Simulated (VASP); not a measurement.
# Ge3Rh: relaxation of cell and atoms with PBE

Crystal: Ge3Rh.

```xyz
8
Lattice="5.4481 0.0000 0.0000 0.0000 5.4481 0.0000 0.0000 0.0000 5.4481" Properties=species:S:1:pos:R:3 pbc="T T T"
Ge    1.3620    0.0000    2.7240
Ge    2.7240    4.0861    0.0000
Ge    4.0861    0.0000    2.7240
Ge    2.7240    1.3620    0.0000
Ge    0.0000    2.7240    4.0861
Ge    0.0000    2.7240    1.3620
Rh    0.0000    0.0000    0.0000
Rh    2.7240    2.7240    2.7240
```

The cell was built by a generator and needn't be a form met in nature.

The cell isn't the ideal one: species swapped into the Zr3Sn type (Pm-3n, No. 223).

* Program: VASP 6.6.1
* Task: relaxation of cell and atoms
* Functional: PBE
* Potentials or basis: VASP PAW PBE potentials, release 64 (Ge_d, Rh_pv)
* Cutoff: 600 eV
* k mesh: 4 × 4 × 4
* Occupations: gaussian, width 0.1 eV
* Spin: no spin polarisation
* Dipole correction: no
* Further INCAR settings: ALGO = Fast; EDIFF = 1e-06; IBRION = 2; EDIFFG = -0.04; NSW = 90; ISIF = 3

```json
{
 "Relaxed volume": "17.00 Å³/atom",
 "Relaxed cell": "a = 5.142 Å, b = 5.142 Å, c = 5.142 Å, α = 90.00°, β = 90.00°, γ = 90.00°",
 "Space group after relaxing (to 0.05 Å)": "Pm-3n (No. 223)",
 "Energy gained by relaxing": "141.9 meV/atom",
 "Ionic steps": "3",
 "Pressure after relaxing": "0.0 GPa",
 "Band gap on the k mesh": "none (metal or under the smearing width)"
}
```

Step by step:
```
step  energy change (eV)  largest force (eV/Å)  pressure (GPa)  volume (Å³)
   1              0.0000                0.0000          -12.13       161.71
   2             -0.9878                0.0000            6.52       128.47
   3             -1.1349                0.0000           -0.03       135.97
```

Final structure:
```yaml
crystal:
  lattice:
    - [5.14222, 0.00000, 0.00000]
    - [0.00000, 5.14222, 0.00000]
    - [0.00000, 0.00000, 5.14222]
  atoms:
    - { symbol: Ge, position: [0.25000, 0.00000, 0.50000] }
    - { symbol: Ge, position: [0.50000, 0.75000, 0.00000] }
    - { symbol: Ge, position: [0.75000, 0.00000, 0.50000] }
    - { symbol: Ge, position: [0.50000, 0.25000, 0.00000] }
    - { symbol: Ge, position: [0.00000, 0.50000, 0.75000] }
    - { symbol: Ge, position: [0.00000, 0.50000, 0.25000] }
    - { symbol: Rh, position: [0.00000, 0.00000, 0.00000] }
    - { symbol: Rh, position: [0.50000, 0.50000, 0.50000] }
```

Levels at points of the mesh, in eV from the Fermi level:
| k point | band 54 | band 55 | band 56 | band 57 | band 58 | band 59 | band 60 | band 61 |
| --- | --- | --- | --- | --- | --- | --- | --- | --- |
| (0.00, 0.00, 0.00) | -2.21 | -0.75 | -0.75 | -0.27 | -0.27 | 0.85 | 0.85 | 0.85 |
| (0.50, 0.00, 0.00) | -1.29 | -0.90 | -0.90 | 0.02 | 0.02 | 1.60 | 1.60 | 1.85 |
| (0.50, 0.50, 0.00) | -1.88 | -0.39 | -0.13 | -0.13 | 0.50 | 0.67 | 1.67 | 2.18 |
| (0.50, 0.50, 0.50) | -1.97 | 1.33 | 1.33 | 1.33 | 1.33 | 1.33 | 1.33 | 3.19 |

Wall time 5.4 min on 1 thread of AMD EPYC 9R45 (Zen 5) (shared host), peak memory 0.36 GiB.

Caveat: the volume moved by over 15 % at a fixed basis, so the end points are rough.
